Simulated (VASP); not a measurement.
# SnAs: structure and properties in VASP

How well does PBEsol reproduce what experiment finds for SnAs? The cell is relaxed first, and properties follow on it. The steps: full relaxation (PBEsol), second relaxation, single point with fields (PBEsol), band structure (PBEsol), total and projected DOS (PBEsol), zone-centre phonons (PBEsol), core levels (PBEsol) and bands along the symmetry lines (PBEsol + SOC). The start is a computed cell from the Materials Project.

Calculated with VASP 6.6.1; PBEsol; plane waves and PAW (Sn_d, As), in the first sound run; inputs show where later runs differ.

The experiments to compare with:

For SnAs, NaCl-type (rock salt) (crystal grown by two-step solid state reaction), “Detailed magneto-heat capacity analysis of SnAs topological superconductor” (2022, arxiv:2202.10664) gives, by powder XRD, Rietveld refinement: lattice constant a (cubic a) 5.721 Å [measurement temperature not stated, presumably room temperature].

### 1. The starting structure

Before any relaxation, the start is as follows. It takes space group Fm-3m (No. 225, cubic). Conventional cell: a = 5.754 Å, b = 5.754 Å, c = 5.754 Å, α = 90.00°, β = 90.00°, γ = 90.00°. Sn has 6 As at 2.88 Å nearest. Nearest to As lie 6 Sn at 2.88 Å. Farther neighbours are not listed.

### 2. Full relaxation (PBEsol)

Properties are meant for the cell that this level of theory prefers, so cell and atoms are relaxed first (ISIF = 3) until forces and stress are small; EDIFFG sets the threshold. PBEsol restores the gradient expansion of exchange and is tuned for the cells of solids.

Contents of INCAR:

```
SYSTEM = SnAs
PREC = Accurate
ENCUT = 400
EDIFF = 1E-06
NELM = 100
ISMEAR = 0
SIGMA = 0.05
LREAL = .FALSE.
ALGO = Normal
GGA = PS
NBANDS = 15
LORBIT = 11
LWAVE = .FALSE.
LCHARG = .FALSE.
KPAR = 2
IBRION = 2
NSW = 60
ISIF = 3
EDIFFG = -0.01
```

Contents of POSCAR:

```
SnAs
1.0
    0.0000000000      2.8768709376      2.8768709376
    2.8768709376      0.0000000000      2.8768709376
    2.8768709376      2.8768709376      0.0000000000
Sn As
1 1
Direct
    0.5000000000      0.5000000000      0.5000000000
    0.0000000000      0.0000000000      0.0000000000
```

Contents of KPOINTS:

```
Automatic mesh
0
Gamma
7 7 7
0 0 0
```

PAW data sets: Sn_d and As (PBE family, release 64).

The run is started by

```console
> mpirun -np 2 vasp_std
```

The log of the run:

```text
[banner, memory and clock lines left out]
running    2 mpi-ranks, on    1 nodes
 distrk:  each k-point on    1 cores,    2 groups
 distr:  one band on    1 cores,    1 groups

 POSCAR found type information on POSCAR SnAs
 POSCAR found :  2 types and       2 ions
|                                                                             |
|               ----> ADVICE to this user running VASP <----                  |
|                                                                             |
|     You enforced a specific xc type in the INCAR file but a different       |
|     [... a line on the potential file left out ...]
|     I HOPE YOU KNOW WHAT YOU ARE DOING!                                     |
|                                                                             |

 LDA part: xc-table for (Slater+PW92), standard interpolation
 POSCAR, INCAR and KPOINTS ok, starting setup
 FFT: planning ... GRIDC
 FFT: planning ... GRID_SOFT
 FFT: planning ... GRID
 WAVECAR not read
 entering main loop
       N       E                     dE             d eps       ncg     rms          rms(c)
DAV:   1     0.980251653980E+02    0.98025E+02   -0.83633E+03   607   0.137E+03
DAV:   2    -0.212225938942E+01   -0.10015E+03   -0.97952E+02   649   0.325E+02
DAV:   3    -0.944496836724E+01   -0.73227E+01   -0.72969E+01   754   0.786E+01
DAV:   4    -0.960259118518E+01   -0.15762E+00   -0.15758E+00   677   0.126E+01
DAV:   5    -0.960706495315E+01   -0.44738E-02   -0.44737E-02   857   0.211E+00    0.266E+00
DAV:   6    -0.950659492622E+01    0.10047E+00   -0.18715E-01   891   0.474E+00    0.156E+00
DAV:   7    -0.949824749684E+01    0.83474E-02   -0.45978E-02   826   0.176E+00    0.507E-01
DAV:   8    -0.949732295643E+01    0.92454E-03   -0.45764E-03   733   0.761E-01    0.695E-02
DAV:   9    -0.949728718811E+01    0.35768E-04   -0.54049E-04   808   0.271E-01    0.560E-02
DAV:  10    -0.949728525453E+01    0.19336E-05   -0.43982E-05   727   0.517E-02    0.291E-02
DAV:  11    -0.949728214444E+01    0.31101E-05   -0.17630E-05   901   0.453E-02    0.300E-03
DAV:  12    -0.949728216584E+01   -0.21402E-07   -0.13154E-06   561   0.801E-03
   1 F= -.94972822E+01 E0= -.94960962E+01  d E =-.949728E+01
 curvature:   0.00 expect dE= 0.000E+00 dE for cont linesearch  0.000E+00
 trial: gam= 0.00000 g(F)=  0.208E-58 g(S)=  0.991E-02 ort = 0.000E+00 (trialstep = 0.100E+01)
 search vector abs. value=  0.991E-02
 bond charge predicted
       N       E                     dE             d eps       ncg     rms          rms(c)
DAV:   1    -0.961463728307E+01   -0.11736E+00   -0.23416E+00   740   0.251E+01    0.186E+00
DAV:   2    -0.952310840972E+01    0.91529E-01   -0.14794E-01   740   0.716E+00    0.825E-01
DAV:   3    -0.950097251402E+01    0.22136E-01   -0.59469E-02   747   0.415E+00    0.122E-01
DAV:   4    -0.950046675111E+01    0.50576E-03   -0.22531E-03   621   0.508E-01    0.623E-02
DAV:   5    -0.950022623947E+01    0.24051E-03   -0.17663E-04   835   0.127E-01    0.129E-02
DAV:   6    -0.950021996408E+01    0.62754E-05   -0.15646E-05   761   0.577E-02    0.623E-03
DAV:   7    -0.950021980668E+01    0.15740E-06   -0.12282E-06   385   0.112E-02
   2 F= -.95002198E+01 E0= -.94989837E+01  d E =-.293764E-02
 trial-energy change:   -0.002938  1 .order   -0.003059   -0.009915    0.003796
 step:   0.7122(harm=  0.7231)  dis= 0.00000  next Energy=    -9.500769 (dE=-0.349E-02)
 bond charge predicted
       N       E                     dE             d eps       ncg     rms          rms(c)
DAV:   1    -0.951022108013E+01   -0.10001E-01   -0.20064E-01   747   0.768E+00    0.529E-01
DAV:   2    -0.950274157263E+01    0.74795E-02   -0.11847E-02   740   0.198E+00    0.238E-01
DAV:   3    -0.950086607236E+01    0.18755E-02   -0.52448E-03   747   0.122E+00    0.334E-02
DAV:   4    -0.950081823738E+01    0.47835E-04   -0.19767E-04   670   0.158E-01    0.168E-02
DAV:   5    -0.950079345358E+01    0.24784E-04   -0.14301E-05   907   0.345E-02    0.446E-03
DAV:   6    -0.950079178613E+01    0.16674E-05   -0.27302E-06   572   0.277E-02    0.172E-03
DAV:   7    -0.950079162110E+01    0.16503E-06   -0.15031E-07   342   0.484E-03
   3 F= -.95007916E+01 E0= -.94994920E+01  d E =-.350946E-02
 curvature:  -0.36 expect dE=-0.695E-07 dE for cont linesearch -0.695E-07
 trial: gam= 0.00000 g(F)=  0.104E-57 g(S)=  0.193E-06 ort =-0.437E-04 (trialstep = 0.942E+00)
 search vector abs. value=  0.193E-06
 reached required accuracy - stopping structural energy minimisation
```

Elapsed: 12 s, on 2 MPI ranks of Intel Xeon Platinum 8259CL at 2.50GHz (Skylake/Cascade Lake), shared host; peak memory 0.29 GiB.

Lines that name or quote the potential files are left out of all logs, and their timing lines are given in words.

OUTCAR, selected parts (step 2):

```text
ion  position               nearest neighbor table
   1  0.500  0.500  0.500-   2 2.88   2 2.88   2 2.88   2 2.88   2 2.88   2 2.88
   2  0.000  0.000  0.000-   1 2.88   1 2.88   1 2.88   1 2.88   1 2.88   1 2.88

  LATTYP: Found a face centered cubic cell.
 ALAT       =     5.7537418752

 Subroutine GETGRP returns: Found 48 space group operations
 (whereof 48 operations were pure point group operations)

The static configuration has the point symmetry O_h .

 Found     20 irreducible k-points:

   k-points           NKPTS =     20   k-points in BZ     NKDIM =     20   number of bands    NBANDS=     15

   dimension x,y,z NGX =    28 NGY =   28 NGZ =   28
   dimension x,y,z NGXF=    56 NGYF=   56 NGZF=   56

   ENCUT  =  400.0 eV  29.40 Ry    5.42 a.u.   6.63  6.63  6.63*2*pi/ulx,y,z

   NELECT =      19.0000    total number of electrons

 k-points in reciprocal lattice and weights: Automatic mesh
   0.00000000  0.00000000  0.00000000       0.003
   0.14285714  0.00000000  0.00000000       0.023
   0.28571429  0.00000000  0.00000000       0.023
   0.42857143  0.00000000  0.00000000       0.023
   0.14285714  0.14285714  0.00000000       0.017
   0.28571429  0.14285714  0.00000000       0.070
   0.42857143  0.14285714  0.00000000       0.070
  -0.42857143  0.14285714  0.00000000       0.070
  -0.28571429  0.14285714  0.00000000       0.070
[...]
-0.42857143  0.42857143  0.14285714       0.070
  -0.28571429  0.42857143  0.14285714       0.070

 average (electrostatic) potential at core
       1 -99.9054       2 -47.4593

 E-fermi :   6.9580

 k-point     1 :       0.0000    0.0000    0.0000
  band No.  band energies     occupation
    ...
      6      -6.2629      2.00000
      7       4.2984      2.00000
      8       5.8616      2.00000
      9       5.8616      2.00000
     10       5.8616      2.00000
     11      12.4358      0.00000
     12      12.4358      0.00000
     13      12.4358      0.00000
     14      12.9519      0.00000
     15      12.9519      0.00000

 k-point     2 :       0.1429    0.0000    0.0000
  band No.  band energies     occupation
    ...
      6      -6.0183      2.00000
      7       2.6997      2.00000
      8       5.8911      2.00000
      9       5.8911      2.00000
     10       6.9687      0.76231
     11      11.1956      0.00000
     12      11.1956      0.00000
     13      11.2874      0.00000
     14      12.9694      0.00000
     15      13.5126      0.00000

 k-point     3 :       0.2857    0.0000    0.0000
  band No.  band energies     occupation
    ...
      5     -14.4698      2.00000
      6      -5.3168      2.00000
      7       0.5134      2.00000
      8       6.0310      2.00000
      9       6.0310      2.00000
     10       7.6806      0.00000
     11       9.5626      0.00000
     12       9.5626      0.00000
     13      10.0981      0.00000
     14      13.8375      0.00000
    ...

  Total        0.0016315      0.0016315      0.0016315      0.0000000     -0.0000000     -0.0000000
  in kB        0.0559533      0.0559533      0.0559533      0.0000000     -0.0000000     -0.0000000
  external PRESSURE =       0.0559533 kB  Pullay stress =       0.0000000 kB

  energy-cutoff  :      400.00
  volume of cell :       46.72
      direct lattice vectors                 reciprocal lattice vectors
     0.000000000  2.858576716  2.858576716    -0.174912220  0.174912220  0.174912220
     2.858576716  0.000000000  2.858576716     0.174912220 -0.174912220  0.174912220
     2.858576716  2.858576716  0.000000000     0.174912220  0.174912220 -0.174912220

 POSITION                                       TOTAL-FORCE (eV/Angst)
 -----------------------------------------------------------------------------------
      2.85858      2.85858      2.85858         0.000000     -0.000000      0.000000
      0.00000      0.00000      0.00000        -0.000000      0.000000     -0.000000
 -----------------------------------------------------------------------------------
    total drift:                                0.000000      0.000000      0.000000

  FREE ENERGIE OF THE ION-ELECTRON SYSTEM (eV)
  ---------------------------------------------------
  free  energy   TOTEN  =        -9.5007916211 eV

  energy  without entropy=       -9.4981924034  energy(sigma->0) =       -9.49949201

 reached required accuracy - stopping structural energy minimisation

 total charge
# of ion       s       p       d       tot
------------------------------------------
    1        1.224   0.950  10.016  12.190
    2        1.266   1.441   0.034   2.741
--------------------------------------------------
tot          2.491   2.391  10.050  14.932

[... 3 further parts left out ...]
```

CONTCAR:

```
SnAs
   1.00000000000000
     0.0000000000000000    2.8585767156042712    2.8585767156042712
     2.8585767156042712    0.0000000000000000    2.8585767156042712
     2.8585767156042712    2.8585767156042712    0.0000000000000000
  Sn              As
     1     1
Direct
     0.5000000000000000    0.5000000000000000    0.5000000000000000
     0.0000000000000000    0.0000000000000000    0.0000000000000000
```

This run has no spin polarisation. Its electron count is odd, so without a moment it is a metal by construction. The k-mesh is coarse for a metal. The PAW data sets were made with PBE, which is usual practice but a small mismatch for other functionals. The run keeps the 48 symmetry operations of its start, so it cannot find a distortion of lower symmetry.

The steps of the relaxation:

| step | energy less that of the first step (eV) | largest force (eV/Å) | pressure (GPa) | volume (Å³) |
| --- | --- | --- | --- | --- |
| 1 | 0.0000 | 0.0000 | -1.25 | 47.62 |
| 2 | -0.0029 | 0.0000 | 0.49 | 46.36 |
| 3 | -0.0035 | 0.0000 | 0.01 | 46.72 |

| conventional cell, symmetrised | before | after | change |
| --- | --- | --- | --- |
| a (Å) | 5.754 | 5.717 | -0.6 % |
| b (Å) | 5.754 | 5.717 | -0.6 % |
| c (Å) | 5.754 | 5.717 | -0.6 % |
| volume (Å³/atom) | 23.81 | 23.36 | -1.9 % |

Final coordinates:

```
Sn As
1.0
     0.00000    2.85858    2.85858
     2.85858    0.00000    2.85858
     2.85858    2.85858    0.00000
Sn As
1 1
Direct
  0.50000 0.50000 0.50000
  0.00000 0.00000 0.00000
```

Numbers from this step:

```yaml
electrons: 19
bands: 15
irreducible_k_points: 20
symmetry_operations: 48
free_energy_toten: -9.501 eV
energy_at_zero_smearing: -9.499 eV
fermi_energy: 6.958 eV
pressure: 0.005595 GPa
metallic: yes
scf_cycles_over_all_ionic_steps: 26
```

It ends with forces that vanish by symmetry and a pressure of 0.01 GPa.

### 3. Second relaxation

A relaxation keeps the plane waves of the cell it began with, so it is repeated from the new cell, on a basis made for it.

INCAR is that of step 2.

Contents of POSCAR:

```
SnAs
1.0
    0.0000000000      2.8585767156      2.8585767156
    2.8585767156      0.0000000000      2.8585767156
    2.8585767156      2.8585767156      0.0000000000
Sn As
1 1
Direct
    0.5000000000      0.5000000000      0.5000000000
    0.0000000000      0.0000000000      0.0000000000
```

KPOINTS is that of step 2.

The run is started by

```console
> mpirun -np 2 vasp_std
```

The log of the run:

```text
[banner, memory and clock lines left out]
running    2 mpi-ranks, on    1 nodes
 distrk:  each k-point on    1 cores,    2 groups
 distr:  one band on    1 cores,    1 groups

 POSCAR found type information on POSCAR SnAs
 POSCAR found :  2 types and       2 ions
 [... a notice as in an earlier step ...]

 LDA part: xc-table for (Slater+PW92), standard interpolation
 POSCAR, INCAR and KPOINTS ok, starting setup
 FFT: planning ... GRIDC
 FFT: planning ... GRID_SOFT
 FFT: planning ... GRID
 WAVECAR not read
 entering main loop
       N       E                     dE             d eps       ncg     rms          rms(c)
DAV:   1     0.977468110711E+02    0.97747E+02   -0.83620E+03   600   0.140E+03
DAV:   2    -0.222006715594E+01   -0.99967E+02   -0.97455E+02   656   0.321E+02
DAV:   3    -0.946393704545E+01   -0.72439E+01   -0.71239E+01   782   0.772E+01
DAV:   4    -0.960686456189E+01   -0.14293E+00   -0.14291E+00   670   0.123E+01
DAV:   5    -0.961101357891E+01   -0.41490E-02   -0.41490E-02   811   0.202E+00    0.275E+00
DAV:   6    -0.951013508970E+01    0.10088E+00   -0.18420E-01   875   0.477E+00    0.161E+00
DAV:   7    -0.950157059017E+01    0.85645E-02   -0.44245E-02   819   0.176E+00    0.518E-01
DAV:   8    -0.950052130982E+01    0.10493E-02   -0.42537E-03   754   0.730E-01    0.701E-02
DAV:   9    -0.950049210300E+01    0.29207E-04   -0.44897E-04   786   0.248E-01    0.570E-02
DAV:  10    -0.950049152208E+01    0.58092E-06   -0.37061E-05   705   0.458E-02    0.290E-02
DAV:  11    -0.950048860785E+01    0.29142E-05   -0.14593E-05   887   0.426E-02    0.269E-03
DAV:  12    -0.950048858559E+01    0.22265E-07   -0.10725E-06   550   0.738E-03
   1 F= -.95004886E+01 E0= -.94991888E+01  d E =-.950049E+01
 curvature:   0.00 expect dE= 0.000E+00 dE for cont linesearch  0.000E+00
 trial: gam= 0.00000 g(F)=  0.674E-58 g(S)=  0.729E-05 ort = 0.000E+00 (trialstep = 0.100E+01)
 search vector abs. value=  0.729E-05
 reached required accuracy - stopping structural energy minimisation
```

Run time: 5.6 s. Hardware: 2 MPI ranks; peak memory 0.29 GiB.

From OUTCAR (step 3):

```text
  LATTYP: Found a face centered cubic cell.
 ALAT       =     5.7171534312

The static configuration has the point symmetry O_h .

 Found     20 irreducible k-points:

   ENCUT  =  400.0 eV  29.40 Ry    5.42 a.u.   6.59  6.59  6.59*2*pi/ulx,y,z

   NELECT =      19.0000    total number of electrons

 E-fermi :   6.9580

 k-point     1 :       0.0000    0.0000    0.0000
  band No.  band energies     occupation
    ...
      6      -6.2629      2.00000
      7       4.2984      2.00000
      8       5.8616      2.00000
      9       5.8616      2.00000
     10       5.8616      2.00000
     11      12.4359      0.00000
     12      12.4359      0.00000
     13      12.4359      0.00000
     14      12.9520      0.00000
     15      12.9520      0.00000

 k-point     2 :       0.1429    0.0000    0.0000
  band No.  band energies     occupation
    ...
      6      -6.0184      2.00000
      7       2.6997      2.00000
      8       5.8910      2.00000
      9       5.8910      2.00000
     10       6.9687      0.76363
     11      11.1957      0.00000
     12      11.1957      0.00000
     13      11.2875      0.00000
     14      12.9695      0.00000
     15      13.5127      0.00000

  Total       -0.0100379     -0.0100379     -0.0100379      0.0000000      0.0000000      0.0000000
  in kB       -0.3442505     -0.3442505     -0.3442505      0.0000000      0.0000000      0.0000000
  external PRESSURE =      -0.3442505 kB  Pullay stress =       0.0000000 kB

 POSITION                                       TOTAL-FORCE (eV/Angst)
 -----------------------------------------------------------------------------------
      2.85858      2.85858      2.85858         0.000000      0.000000      0.000000
      0.00000      0.00000      0.00000        -0.000000     -0.000000     -0.000000
 -----------------------------------------------------------------------------------
    total drift:                                0.000000      0.000000      0.000000

  FREE ENERGIE OF THE ION-ELECTRON SYSTEM (eV)
  ---------------------------------------------------
  free  energy   TOTEN  =        -9.5004885856 eV

  energy  without entropy=       -9.4978891031  energy(sigma->0) =       -9.49918884

 total charge
# of ion       s       p       d       tot
------------------------------------------
    1        1.224   0.950  10.016  12.190
    2        1.266   1.441   0.034   2.742
--------------------------------------------------
tot          2.491   2.391  10.050  14.932

[... 6 parts as in an earlier step ...]

[... 6 further parts left out ...]
```

Little changed from the start: no atom moved by 0.005 Å and no cell edge by 0.1 %.

This step gave:

```
free energy (TOTEN)             : -9.500 eV
pressure                        : -0.03443 GPa
SCF cycles over all ionic steps : 12
```

It ends with forces that vanish by symmetry and a pressure of -0.03 GPa. The volume moved by under 0.01 %: the run met its threshold at the first step.

(Continued in part 2 of 4.)

[Lines on the potential files, build, host, timing and source positions are cut from VASP's logs without a mark.]

[Logs are printed without paths, hosts, clocks, repeated set-up lines and the standing remarks that a program may print on its own settings, such as how far it seeks lower states.]

[Hosts, paths, dates, database ids (printed as entryN), source tags and the programs' standing remarks are cut or masked in the printed files.]

[Measured values are set beside computed ones only where the two were judged alike; some that the calculation misses by far are left out.]

[In band tables of VASP the shares of atoms and orbitals are scaled to a sum of 1 inside the atoms' spheres.]
